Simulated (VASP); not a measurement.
```yaml
crystal:
  lattice:
    - [0.00000, 3.03907, 3.03907]
    - [3.03907, 0.00000, 3.03907]
    - [3.03907, 3.03907, 0.00000]
  atoms:
    - { symbol: Ga, position: [0.00000, 0.00000, 0.00000] }
    - { symbol: Sb, position: [0.25000, 0.25000, 0.25000] }
```

All values below come from optB88-vdW, VASP's PBE PAW potentials (set 64) (plane waves; VASP 6.6.1). Run with 520 eV cut-off, 10×10×10 Γ-centred mesh, first-order Methfessel-Paxton smearing of 0.10 eV, potentials Ga_d Sb.

Unless said otherwise, spin-orbit coupling is left out, though it shifts the bands of the heavy elements here.

**Question.** Estimate the energy per atom (σ→0), pressure, band gap (on the k-mesh) with the smallest direct gap where there is one.

**Answer.** 
```json
{
 "band gap (on the k-mesh)": "none (metal, semimetal or under 0.01 eV)",
 "energy per atom (σ→0)": "-0.924 eV/atom",
 "pressure": "3.23 GPa"
}
```

Only differences to runs with the same potentials and settings are physical.

The compound is GaSb in the zinc blende structure. This cell is one point of a volume scan, at 0.94 of the reference volume.
